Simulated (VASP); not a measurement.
```yaml
crystal:
  lattice:
    - [0.00000, 2.72877, 2.72877]
    - [2.72877, 0.00000, 2.72877]
    - [2.72877, 2.72877, 0.00000]
  atoms:
    - { symbol: Si, position: [0.25000, 0.25000, 0.25000] }
    - { symbol: Si, position: [0.75000, 0.75000, 0.75000] }
    - { symbol: Ni, position: [0.00000, 0.00000, 0.00000] }
```

All values below come from PBE GGA with D3 dispersion (zero damping), VASP's PBE PAW potentials (set 64) (plane waves; VASP 6.6.1). Run with 520 eV cut-off, 10×10×10 Γ-centred mesh, first-order Methfessel-Paxton smearing of 0.10 eV, potentials Si Ni.

Question: Give the stress tensor in GPa (positive for a compressed cell).

Answer: 
```
-4.96   0.00   0.00
 0.00  -4.96   0.00
 0.00   0.00  -4.96
```
The pressure is its mean diagonal, -4.96 GPa.

The compound is NiSi2 in the fluorite structure. This cell is one point of a volume scan, at 1.03 of the reference volume. The run is not spin-polarised, so no magnetic state was tried.
